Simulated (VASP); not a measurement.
A convergence study with VASP on PtTe2 (1T layered): one setting is varied, all else stays as given below, so the limit is that of these other settings. Each run relaxes cell and ions; the cell shown is the tightest run's result. The basis is that of the starting cell, so low cut-offs carry a Pulay error.

```yaml
crystal:
  lattice:
    - [2.04603, -3.54383, 0.00000]
    - [2.04603, 3.54383, 0.00000]
    - [0.00000, 0.00000, 5.33660]
  atoms:
    - { symbol: Te, position: [0.33333, 0.66667, 0.25455] }
    - { symbol: Te, position: [0.66667, 0.33333, 0.74545] }
    - { symbol: Pt, position: [0.00000, 0.00000, 0.00000] }
```

Calculation: PBE GGA, VASP's PBE PAW potentials (set 64) (plane waves; VASP). The tightest run used: 700 eV cut-off, 8×8×6 Γ-centred mesh, first-order Methfessel-Paxton smearing of 0.10 eV, potentials Te Pt.

The reference is ENCUT = 700, which took about 20 core-minutes. The timings are rough (shared machines, no repeats); factors under 2 mean little.

Q: Of the settings ENCUT = 150; ENCUT = 200; ENCUT = 250; ENCUT = 300; ENCUT = 350; ENCUT = 400; ENCUT = 450; ENCUT = 500; ENCUT = 550; ENCUT = 600; ENCUT = 650; ENCUT = 700, which is the lowest that keeps the difference from the reference in relaxed volume (Å³/atom) within 0.1 from there on, and what does it cost?

A: ENCUT = 400; its cost over the reference is about 1/2.
| setting | difference in relaxed volume (Å³/atom) | cost over the reference |
|---|---|---|
| ENCUT = 150 | 5.392 | about 1/7 |
| ENCUT = 200 | 1.949 | about 1/9 |
| ENCUT = 250 | 0.231 | about 1/6 |
| ENCUT = 300 | 0.112 | about 1/4 |
| ENCUT = 350 | 0.181 | about 1/3 |
| ENCUT = 400 | 0.067 | about 1/2 |
| ENCUT = 450 | 0.004 | about 1/2 |
| ENCUT = 500 | 0.027 | about 1/2 |
| ENCUT = 550 | 0.040 | within a factor of 2 |
| ENCUT = 600 | 0.024 | within a factor of 2 |
| ENCUT = 650 | 0.006 | within a factor of 2 |
| ENCUT = 700 | 0.000 | reference |

Left out are rungs that failed or repeat a setting and relaxations that didn't move; long series are thinned to 24 rows.

The compound is PtTe2 in the 1T layered structure.
